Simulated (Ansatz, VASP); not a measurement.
## Cross-check of Be48H95 (V_H1) between VASP and Ansatz

One calculation is typed for both programs; each brings its own data sets. How far apart do they land? The cell is taken from a series of runs on this material, whose earlier steps may have relaxed, scaled, displaced or heated it; both programs get it as it stands.

Method: plane waves, with VASP 6.6.1 beside it; single point at PBEsol, in Ansatz 0.2.0.

**1. Starting point**

The cell holds 143 atoms: 48 Be and 95 H. Its edges and angles: a = 12.225 Å, b = 12.225 Å, c = 12.225 Å, α = 141.9°, β = 88.5°, γ = 103.9°. It derives from BeH2 (BeH2 (Ibam)). Nearest the centre at fractional (0.622, 0.447, 0.415): Be27 at 1.41 Å, Be25 at 1.48 Å, H121 at 2.09 Å, H114 at 2.12 Å, H52 at 2.33 Å, H107 at 2.36 Å, H102 at 2.40 Å, H137 at 2.47 Å.

**2. Ansatz: single point, PBEsol**

Ansatz runs on norm-conserving files, of PseudoDojo where its log says so.

With cell and atoms fixed, the geometry can't cause a difference; cores, projectors, grids and the points listed under the comparison can.

Contents of input.yaml:

```yaml
crystal:
  lattice:
    - [-3.99332615, 8.75735955, 7.53777216]
    - [3.99332615, -8.75735955, 7.53777216]
    - [3.99332615, 8.75735955, -7.53777216]
  atoms:
    - { symbol: Be, position: [0.12557302289, 0.37487047115, 0.25046170201] }
    - { symbol: Be, position: [0.37650429712, 0.12605048556, 0.25134347057] }
[... 1 atom line left out ...]
    - { symbol: Be, position: [0.33487275059, 0.44233784969, 0.27644913781] }
[... 1 atom line left out ...]
    - { symbol: Be, position: [0.41902311347, 0.19427318081, 0.11024562021] }
[... 17 atom lines left out ...]
    - { symbol: Be, position: [0.41556313293, 0.190134006, 0.60639638329] }
    - { symbol: H, position: [0.28183249678, 0.1963386099, 0.82442676722] }
[... 1 atom line left out ...]
    - { symbol: H, position: [0.3781050064, 0.05314423927, 0.5856825051] }
    - { symbol: H, position: [0.46839349235, 0.29448297202, 0.9142383832] }
    - { symbol: H, position: [0.33819741105, 0.11690983462, 0.96231663518] }
[... 11 atom lines left out ...]
    - { symbol: Be, position: [0.16573149913, 0.55722350259, 0.22341503266] }
[... 1 atom line left out ...]
    - { symbol: H, position: [0.28145586247, 0.69590502356, 0.32401939221] }
    - { symbol: H, position: [0.12919200434, 0.54226805748, 0.32455921607] }
    - { symbol: H, position: [0.37793332734, 0.55332237698, 0.08542940863] }
    - { symbol: H, position: [0.46756115435, 0.79316191447, 0.41426409476] }
    - { symbol: H, position: [0.34213356888, 0.62042454823, 0.46012866765] }
    - { symbol: H, position: [0.09001945521, 0.62923064348, 0.22125804443] }
    - { symbol: H, position: [0.16120428089, 0.88206094794, 0.03989436383] }
[... 1 atom line left out ...]
    - { symbol: H, position: [0.03105130762, 0.70674951907, 0.08464611803] }
    - { symbol: H, position: [0.11992060588, 0.94379164367, 0.4122806161] }
[... 3 atom lines left out ...]
    - { symbol: Be, position: [0.37498872361, 0.62355033702, 0.74831119976] }
[... 8 atom lines left out ...]
    - { symbol: H, position: [0.34123559871, 0.6182114876, 0.95906427314] }
[... 11 atom lines left out ...]
    - { symbol: Be, position: [0.66517316245, 0.05452455091, 0.22121606591] }
[... 5 atom lines left out ...]
    - { symbol: H, position: [0.84051829512, 0.11808754072, 0.45923067932] }
[... 3 atom lines left out ...]
    - { symbol: H, position: [0.53055267338, 0.20552164976, 0.07274174106] }
[... 9 atom lines left out ...]
    - { symbol: H, position: [0.62929315921, 0.04309233688, 0.82488030141] }
    - { symbol: H, position: [0.87880297088, 0.05388539854, 0.58580673017] }
[... 3 atom lines left out ...]
    - { symbol: H, position: [0.67068198676, 0.39682548299, 0.53383241144] }
    - { symbol: H, position: [0.9085565299, 0.3685580379, 0.77738506909] }
    - { symbol: H, position: [0.5312127828, 0.2031206777, 0.58256413946] }
    - { symbol: H, position: [0.6220808582, 0.44530931524, 0.91123653509] }
    - { symbol: H, position: [0.87186556305, 0.45867392618, 0.67616266738] }
    - { symbol: H, position: [0.71794670773, 0.30223955264, 0.67153376702] }
[... 6 atom lines left out ...]
    - { symbol: H, position: [0.78107606461, 0.69714341411, 0.32519882123] }
[... 5 atom lines left out ...]
    - { symbol: H, position: [0.65833926701, 0.87665087904, 0.03740123901] }
    - { symbol: H, position: [0.90848356775, 0.86807670891, 0.27764509468] }
[... 2 atom lines left out ...]
    - { symbol: H, position: [0.87240934729, 0.95681198564, 0.17524366884] }
[... 7 atom lines left out ...]
    - { symbol: H, position: [0.78319747451, 0.69878461671, 0.82675096609] }
    - { symbol: H, position: [0.62504554016, 0.53316267479, 0.80951760488] }
    - { symbol: H, position: [0.88211632357, 0.55659749553, 0.58856045224] }
[... 2 atom lines left out ...]
    - { symbol: H, position: [0.59302991524, 0.6343318964, 0.71921930198] }
    - { symbol: H, position: [0.65849741431, 0.88037763556, 0.54005711852] }
    - { symbol: H, position: [0.90976191991, 0.87057183863, 0.77977094526] }
    - { symbol: H, position: [0.53207425596, 0.70789415542, 0.5871917282] }
    - { symbol: H, position: [0.6216290439, 0.94823655047, 0.91607205721] }
    - { symbol: H, position: [0.87102248906, 0.95720851127, 0.67567366077] }
    - { symbol: H, position: [0.71854682832, 0.80421501999, 0.67698909608] }
  symmetry: { detect: false }
basis:
  xc_grid: 2
  ecutwfc: 820
hamiltonian:
  xc: pbesol
  pseudopotentials: { kind: nc }
kpoints:
  mp_grid: { grid: [1, 1, 1] }
magnetization:
  spin_polarized: true
  initial_magnetization: 1
  spin_locking: { lock_magnetization: hard }
scf:
  occupations: { method: fermi_dirac, width: 0.01 }
  max_iter: 120
  lower_state_search: "off"
  n_extra_bands: 56
  convergence: { dr2_threshold: "1.0e-12 eV" }
output:
  orbitals: { bands: [v30, c30], seedname: "../cc1.nc2" }
checkpoint:
  read: "../cc1.nc0.run"
  write: "../cc1.nc2.run"
  compress: false
  write_wavefunctions: false
  write_every: 100000
```

Run with:

```console
$ ansatz run input.yaml --threads 4 --pin off --max-ram 7536MiB --backend cpu --events-out ev --progress --plain --runs-dir out
```

Numbers of over 12 decimals in the logs are rounded to 6 here.

Log:

```text
Warning: basis.ecutwfc = 820 eV is below the records' recommended 1197.300995 eV, and the density's cutoff is lower with it unless basis.ecutrho_ratio is high enough to keep the records' density cutoff: compare with a run at a higher cutoff
Warning: the band count 200 (scf.n_extra_bands) hosts the net moment |M| = 1.0000 μB (N_el = 287) but caps the reachable moment at 2·n_bands − N_el = 113.0000 μB, below the 287 bands that the automatic rule leaves for it — a moment growing past the seed, or the majority channel's smearing tail, pins there with fewer empty majority states than that count leaves; raise or omit scf.n_extra_bands unless the cap is intended
Warning: checkpoint.read: the run can stay near the saved state's solution: 143 site(s) moved relative to the saved geometry (max |Δs| = 1.255e-3 fractional); the SCF starts from the saved state under `checkpoint.density_extrapolation: transplant`, in force with no word given; its orbitals are not used off its sites. A run without `checkpoint.read` takes nothing of the state. A lower free energy from it at the same positions (and U, V and field ramp, if any), with starting moments typed, shows a solution that this start missed, and an equal or higher one rules none out (checkpoint.read, Limitations, in the input reference)
scf.n_extra_bands = 56 over 144 filled bands (N_el = 287.0): the run solves 200 bands
Engine: ansatz 0.2.0, x86_64-unknown-linux-gnu
Pseudopotentials: kind: nc
Pseudopotential: Be, nc, valence charge 4, recommended cutoff 1197.300995 eV (normal), Be.nc.azcp (PseudoDojo's, or run here from an input of PseudoDojo's: the run reads no file of this project's for it)
Pseudopotential: H, nc, valence charge 1, recommended cutoff 979.609905 eV (normal), H.nc.azcp (PseudoDojo's, or run here from an input of PseudoDojo's: the run reads no file of this project's for it)
Functional definition: PBEsol
  exchange = pbesol_x
  correlation = pbesol_c
Crystal: 143 atoms, lattice volume = 1054.414 Å³
Basis set: ecut = 820 eV, 56257 PW (Γ), exchange–correlation on 240×240×240 points (8 copies of the dense FFT grid, shifted against one another)
Bands: 200, of which v1, the nominal top of the filled ones, is band 144 counted from 1 (143 counted from 0)
Symmetry: 1 space group operations
k-points: 1
Non-local potential: Be, projectors of the file, l = 0: 2, l = 1: 2
Non-local potential: H, projectors of the file, l = 0: 2, l = 1: 1
Initial density: read from a saved state, or passed on in memory by an earlier SCF of this step, an earlier step, the calling program or the single point that the run made first, carried with its atoms to this geometry
Starting moments: Σ|m| = 1 μB on 143 of 143 sites; this step starts from the density that it was given
Initial wavefunctions: pseudopotential atomic-orbital guess
Functional: x = pbesol(κ = 0.804, μ = 0.123457), c = pbesol(β = 0.046)
iter 1 solved again at ethr=6.21e-7 eV; its pass at ethr=3.10e-3 eV (dr2=1.78e-3 eV) is discarded
SCF iter   1: F=—  HF=-19611.128925 eV  |F-HF|=—  |Δ(HF+E_count)|=         —  Δρ=5.28e-4 (↑5.28e-4 ↓4.97e-4)  dr2=1.57e-3  dr2_m=7.47e-5  M=1.000 μB ∫|m|=1.068 μB  β_m=0.30  ethr=6.21e-7  ⟨swp⟩=18.0  Hψ=4589  notcnv=0  defer=3
preconditioner: auto → Resta (q_TF=auto, 2.196 Å⁻¹)  ε∞=3.8  [insulator: Δε(μ)=2.739 eV  Ē_g=9.376 eV  σ=0.010 eV  W_gap=1.00  n_scr=188 (ndim 8)  ℏωp=15.8 eV  f_vac=0.000  D(μ)=0.00/eV (n_scr^D=0)  ε∞_Penn≈3.8]
spin=Collinear: Resta preconditioning applied to the charge; magnetization (m = ρ↑ − ρ↓) channel mixes plain (no charge-response kernel on spin).
SCF iter   2: F=—  HF=-19611.128648 eV  |F-HF|=—  |Δ(HF+E_count)|=   2.77e-4  Δρ=3.71e-4 (↑3.71e-4 ↓3.48e-4)  dr2=7.91e-4  dr2_m=3.98e-5  M=1.000 μB ∫|m|=1.068 μB  β_m=0.65  ethr=5.45e-7  ⟨swp⟩=1.5  Hψ=461  notcnv=0  defer=1
SCF iter   3: F=—  HF=-19611.128484 eV  |F-HF|=—  |Δ(HF+E_count)|=   1.64e-4  Δρ=9.87e-6 (↑9.87e-6 ↓9.69e-6)  dr2=3.38e-6  dr2_m=1.04e-7  M=1.000 μB ∫|m|=1.068 μB  β_m=0.82  ethr=2.76e-7  ⟨swp⟩=2.5  Hψ=588  notcnv=0  defer=1
SCF iter   4: F=—  HF=-19611.129789 eV  |F-HF|=—  |Δ(HF+E_count)|=   1.31e-3  Δρ=2.67e-6 (↑2.65e-6 ↓2.67e-6)  dr2=3.27e-7  dr2_m=4.22e-9  M=1.000 μB ∫|m|=1.068 μB  β_m=0.91  ethr=1.18e-9  ⟨swp⟩=2.0  Hψ=586  notcnv=0  defer=1
SCF iter   5: F=—  HF=-19611.129790 eV  |F-HF|=—  |Δ(HF+E_count)|=   2.10e-7  Δρ=4.23e-7 (↑4.18e-7 ↓4.23e-7)  dr2=1.25e-8  dr2_m=1.86e-10  M=1.000 μB ∫|m|=1.068 μB  β_m=0.96  ethr=1.14e-10  ⟨swp⟩=2.5  Hψ=486  notcnv=0  defer=1
SCF iter   6: F=—  HF=-19611.129790 eV  |F-HF|=—  |Δ(HF+E_count)|=   1.33e-8  Δρ=1.02e-7 (↑1.01e-7 ↓1.02e-7)  dr2=5.57e-10  dr2_m=1.12e-11  M=1.000 μB ∫|m|=1.068 μB  β_m=0.98  ethr=4.34e-12  ⟨swp⟩=2.5  Hψ=491  notcnv=0  defer=1
[...]
Free energy (F): -19611.129790 eV
Harris-Foulkes:  -19611.129790 eV  (|F-HF|=1.09e-11)
Internal energy: -19611.129790 eV  (E = F + TS)
E sigma→0 (E₀):  -19611.129790 eV
Fermi energy:    2.263740 (↑ 2.880188, ↓ 1.122513) eV
--- Per-component energies (eV) ---
  E_band       = -9920.039532
  E_kinetic    = 12749.198687
  E_local      = -12913.081693  (includes V_loc(G=0)·N_el)
  E_nonlocal   = -13504.617739
  E_hartree    = 4463.448967
  E_xc         = -3984.772948
  E_vxc        = -5178.436724  (∫ρ·V_xc dr)
  E_ewald      = -6421.305064
  E_smearing   = -0.000000  (= −TS)
  E_closure    = 0.000000  (closes the sum)
  Σ components = -19611.129790   (vs F -19611.129790, Δ=0.00e0)
--- Band table (eV) ---
  k-point 0 ↑: bands = [... 140 lower, -0.8463, -0.8347, -0.7800, 1.5084, 4.2520, 4.6161, 4.6333, 4.6401, ... 52 higher]
  k-point 0 ↓: bands = [... 140 lower, -0.8413, -0.8236, -0.7742, 3.0191, 4.2690, 4.6312, 4.6460, 4.6533, ... 52 higher]
```

In the SCF lines HF is the Harris–Foulkes energy and dr2 the Hartree energy of the density residual, in eV; the loop may stop once dr2 is under the threshold and the program's other checks hold. Hψ counts applications of the Hamiltonian.

**3. VASP: single point, PBEsol**

The same cell, functional, mesh and smearing now go to VASP, with its own data sets.

Lines of VASP's logs that name or quote its potential files are left out, and so is its time.

Contents of INCAR:

```
SYSTEM = Be48H95
PREC = Accurate
ENCUT = 520
EDIFF = 1E-06
NELM = 200
ISMEAR = -1
SIGMA = 0.01
LREAL = Auto
ALGO = Normal
GGA = PS
NBANDS = 195
ISPIN = 2
MAGMOM = 0 -0 0 0 0 -0 0 -0 0 0 0 0 0 0 0 0 0 -0 0 0 0 0 0 0 0.04 -0 0.04 0 0 -0 0 0 0 0 0 0 0 0 -0 -0 0 0 0 0 0 0 -0 0 -0 0 0 0 -0 0 -0 0 0 -0 -0 -0 0 0 0 0 0.01 -0 -0 -0 0 0 0 -0 0 0 0 0 0 0 -0 0 0 0 0 0 0 -0 -0 0 0 0 0 0 0 -0 0 0 -0 0 -0 0 0 0 0 -0 0.01 0 0 0 0 0 0 -0 0 -0 0 0 0 -0 -0 -0 -0 0 0 0 -0 -0 0 0 -0 0 0 -0 0 0 -0 -0 0 -0 0 0 0 0 0
LORBIT = 11
LWAVE = .FALSE.
LCHARG = .FALSE.
ISIF = 2
NUPDOWN = 1
LASPH = .TRUE.
GGA_COMPAT = .FALSE.
```

Contents of POSCAR:

```
Be48H95
1.0
   -3.9933261508      8.7573595481      7.5377721599
    3.9933261508     -8.7573595481      7.5377721599
    3.9933261508      8.7573595481     -7.5377721599
Be H
48 95
Direct
    0.1255730229      0.3748704712      0.2504617020
    0.3765042971      0.1260504856      0.2513434706
[... 1 atom line left out ...]
    0.3348727506      0.4423378497      0.2764491378
[... 1 atom line left out ...]
    0.4190231135      0.1942731808      0.1102456202
[... 17 atom lines left out ...]
    0.4157178128      0.6923007580      0.6081244423
    0.6217464456      0.3674948764      0.2417745088
[... 1 atom line left out ...]
    0.5827634159      0.3039329373      0.3838574661
    0.8325221314      0.4413824413      0.2779947848
    0.6651731625      0.0545245509      0.2212160659
[... 11 atom lines left out ...]
    0.6654712540      0.5580274536      0.2259825982
[... 1 atom line left out ...]
    0.6253953152      0.8756162773      0.7509563446
    0.8763177785      0.6273009134      0.7519659855
    0.5846622573      0.8083159313      0.8916425703
    0.8344333270      0.9428038536      0.7772945793
    0.6674569254      0.5590418839      0.7181954259
    0.9165988372      0.6935726138      0.6093757615
    0.2831100027      0.1969643624      0.3243474862
[... 1 atom line left out ...]
    0.3823735444      0.0558688401      0.0881008911
    0.4701130914      0.2921023344      0.4168718311
[... 3 atom lines left out ...]
    0.4127330548      0.3728431622      0.2800848326
[... 8 atom lines left out ...]
    0.3381974111      0.1169098346      0.9623166352
[... 11 atom lines left out ...]
    0.3421335689      0.6204245482      0.4601286676
[... 5 atom lines left out ...]
    0.3708757184      0.9567691264      0.1751179542
[... 3 atom lines left out ...]
    0.3779123948      0.5527726307      0.5842165250
[... 9 atom lines left out ...]
    0.7812679740      0.1930187088      0.3229848602
    0.6266323618      0.0402568998      0.3223315831
[... 3 atom lines left out ...]
    0.5916240315      0.1268885510      0.2154133981
    0.6590089001      0.3823119151      0.0410988359
    0.9095841024      0.3700283421      0.2792266477
    0.5305526734      0.2055216498      0.0727417411
    0.8674904988      0.4557314267      0.1756437939
    0.7175625951      0.3004688856      0.1800656267
[... 6 atom lines left out ...]
    0.6706819868      0.3968254830      0.5338324114
[... 5 atom lines left out ...]
    0.7810760646      0.6971434141      0.3251988212
    0.6319245857      0.5441856741      0.3302317077
[... 2 atom lines left out ...]
    0.8400210355      0.6192627040      0.4618514105
[... 7 atom lines left out ...]
    0.7831974745      0.6987846167      0.8267509661
    0.6250455402      0.5331626748      0.8095176049
    0.8821163236      0.5565974955      0.5885604522
[... 2 atom lines left out ...]
    0.5930299152      0.6343318964      0.7192193020
    0.6584974143      0.8803776356      0.5400571185
    0.9097619199      0.8705718386      0.7797709453
    0.5320742560      0.7078941554      0.5871917282
    0.6216290439      0.9482365505      0.9160720572
    0.8710224891      0.9572085113      0.6756736608
    0.7185468283      0.8042150200      0.6769890961
```

Contents of KPOINTS:

```
Automatic mesh
0
Gamma
1 1 1
0 0 0
```

PAW data sets: Be and H (PBE family, release 64).

Run with:

```console
$ export OMP_NUM_THREADS=3
$ mpirun -np 1 vasp_gam
```

Log:

```text
[banner, memory and clock lines left out]
running    1 mpi-ranks, on    1 nodes
[...]
Offloading initialized ...    1 GPUs detected
[...]
|                                                                             |
|               ----> ADVICE to this user running VASP <----                  |
|                                                                             |
|     You enforced a specific xc type in the INCAR file but a different       |
|     [... a line on the potential file left out ...]
|     I HOPE YOU KNOW WHAT YOU ARE DOING!                                     |
|                                                                             |

 LDA part: xc-table for (Slater+PW92), standard interpolation
 POSCAR, INCAR and KPOINTS ok, starting setup
[...]
entering main loop
       N       E                     dE             d eps       ncg     rms          rms(c)
DAV:   1     0.649028617548E+03    0.64903E+03   -0.79128E+04   780   0.856E+02
DAV:   2    -0.389895603585E+03   -0.10389E+04   -0.84205E+03  1128   0.181E+02
DAV:   3    -0.528904510661E+03   -0.13901E+03   -0.13630E+03  1008   0.565E+01
DAV:   4    -0.531804814599E+03   -0.29003E+01   -0.28922E+01   984   0.854E+00
[...]
DAV:  14    -0.505671032010E+03   -0.62917E-05   -0.40005E-06   960   0.419E-03    0.654E-03
DAV:  15    -0.505671037762E+03   -0.57514E-05   -0.44301E-06   864   0.425E-03    0.246E-03
DAV:  16    -0.505671038331E+03   -0.56906E-06   -0.11173E-06   744   0.196E-03
   1 F= -.50567104E+03 E0= -.50567104E+03  d E =-.730120E-12  mag=     1.0000
```

From OUTCAR (step 3):

```text
 magnetization (x)
# of ion       s       p       d       tot
------------------------------------------
    1       -0.000   0.000   0.000   0.000
    2        0.000  -0.001   0.000  -0.001
    3        0.000  -0.000   0.000   0.000
    4        0.001   0.006   0.000   0.008
    5        0.000   0.000   0.000   0.000
    6       -0.001  -0.004   0.000  -0.005
[...]
141        0.001  -0.000   0.000   0.001
  142        0.000   0.000   0.000   0.000
  143        0.001   0.000   0.000   0.001
--------------------------------------------------
tot          0.119   0.337   0.000   0.455
```

The run ends at a pressure of 1.03 GPa, with forces up to 0.092 eV/Å.

**4. Differences**

Known differences besides the potentials themselves: VASP starts from the moments at which Ansatz ended; the data sets hold 287 valence electrons in Ansatz (on norm-conserving files, of PseudoDojo where its log says so) and 191 in VASP; the cutoff is 820 eV in Ansatz and 520 eV in VASP (PREC = Accurate, projectors in real space); site moments are counted in spheres of each program's own size; Ansatz's log warns that its cutoff lies below the recommended one. Total energies have different zeros and are not compared.

Both answers:

```
                             quantity  Ansatz  VASP  difference
total moment, fixed by the input (μB)    1.00  1.00        0.00
                  moment on Be27 (μB)    0.04  0.18       -0.14
                  moment on Be25 (μB)    0.04  0.18       -0.14
```

The total moments and the pattern agree; the site moments differ because the programs count them in spheres of different size.

**5. Summary of results**

```yaml
difference_in_moment_on_be27_single_point_pbesol: -0.14 μB
```

**Reading.** The difference in moment on Be27 is -0.14 μB (single point, PBEsol). The data sets hold unlike numbers of valence electrons (287 in Ansatz and 191 in VASP), so part of the differences comes from the potentials. How closely two codes agree says nothing of how well the functional describes the real material.

[Lines on the potential files, build, host, timing and source positions are cut from VASP's logs without a mark.]

[Logs are printed without paths, hosts, clocks, repeated set-up lines and the standing remarks that a program may print on its own settings, such as how far it seeks lower states.]

[Hosts, paths, dates, database ids (printed as entryN), source tags and the programs' standing remarks are cut or masked in the printed files.]
